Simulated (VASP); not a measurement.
Method: r2SCAN meta-GGA, VASP's PBE PAW potentials (set 64) (plane waves; VASP).

Gaps are without spin-orbit coupling.

```
Property                                               Result
---------------------------------------------  --------------
volume per atom                                12.88 Å^3/atom
band gap (over mesh and band path)                    2.12 eV
smallest direct gap (over mesh and band path)         2.28 eV
```

Task: Which relaxed crystal gives these values?
(A) MgH2, P4_2/mnm (136)
(B) NaLiZnS2, P3m1 (156)
(C) SiO2, I-42d (122)
(D) BaTiO3, Pm-3m (221)

Result: D, BaTiO3, Pm-3m (221)
